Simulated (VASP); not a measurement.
Input:

```xyz
2
Lattice="0.0000 2.8250 2.8250 2.8250 0.0000 2.8250 2.8250 2.8250 0.0000" Properties=species:S:1:pos:R:3 pbc="T T T"
Ga     0.0000     0.0000     0.0000
As     1.4125     1.4125     1.4125
```

These are PBE GGA, VASP's PBE PAW potentials (set 64) (plane waves; VASP) values and carry that method's errors. Settings: 300 eV cut-off, 8×8×8 Γ-centred mesh, Fermi-Dirac smearing of 0.010 eV, potentials Ga_d As.

### Question
Give the energies of bands 7 to 12 at the high-symmetry points, in eV from the valence-band maximum.

### Answer

```csv
band,Γ,X,U,L,W
7,0.00,-6.83,-6.64,-6.65,-6.64
8,0.00,-2.69,-3.87,-1.15,-3.55
9,0.00,-2.69,-2.27,-1.15,-3.35
10,0.53,1.46,1.96,1.00,4.63
11,3.73,1.65,4.64,4.63,4.72
12,3.73,10.18,7.96,4.63,5.42
```

The gap is direct, 0.53 eV, from the valence maximum at Γ to the conduction minimum at Γ.

The structure is a typed GaAs crystal (F-43m). The cell was not relaxed at this level.
